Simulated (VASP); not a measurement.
Method: PBE GGA, VASP's PBE PAW potentials (set 64) (plane waves; VASP).

Input for VASP

### KPOINTS
```
kpoints
0
G
  10 10 10
```

### INCAR
```
SYSTEM = TiB2
PREC = Accurate; ENCUT = 600; LREAL = .False.
LASPH = .True.
EDIFF = 1E-7; NELM = 100; ALGO = Normal
LMAXMIX = 4
ISMEAR = 1; SIGMA = 0.1
GGA = PE
ISIF = 2
LWAVE = .False.; LCHARG = .False.
```

POSCAR:
```
TiB2
6.3917470
  0.2347327293  -0.4065690174   0.0000000000
  0.2347327293   0.4065690174   0.0000000000
  0.0000000000   0.0000000000   0.5000000305
Ti B
1 2
Direct
  0.0000000000   0.0000000000   0.0000000000
  0.3333330000   0.6666670000   0.5000000000
  0.6666670000   0.3333330000   0.5000000000
```

POTCAR, in this order: Ti_sv B (PBE.64 set). Program: vasp_std.

Problem. Estimate the energy per atom (σ→0), pressure, band gap (on the k-mesh).

Solution. 
| Quantity | Result |
|---|---|
| energy per atom (σ→0) | -785.0 kJ/mol of atoms |
| band gap (on the k-mesh) | none (metal, semimetal or under 0.01 eV) |
| pressure | 8.26 GPa |

OSZICAR:
```
...
DAV:   8    -0.244140088232E+02   -0.10712E-01   -0.15681E-01  3232   0.359E+00    0.717E-01
DAV:   9    -0.244083453309E+02    0.56635E-02   -0.62456E-02  2918   0.336E+00    0.287E-01
DAV:  10    -0.244076010000E+02    0.74433E-03   -0.51165E-03  2716   0.101E+00    0.693E-02
DAV:  11    -0.244076001104E+02    0.88960E-06   -0.29014E-04  3086   0.227E-01    0.517E-02
DAV:  12    -0.244075852192E+02    0.14891E-04   -0.95129E-05  2740   0.137E-01    0.992E-03
DAV:  13    -0.244075846391E+02    0.58009E-06   -0.81691E-06  2687   0.374E-02    0.277E-03
DAV:  14    -0.244075846979E+02   -0.58797E-07   -0.38621E-07  2552   0.751E-03
   1 F= -.24407585E+02 E0= -.24407278E+02  d E =-.919356E-03
```

The compound is TiB2 in the AlB2 type structure. This cell was strained or had an atom moved on purpose.
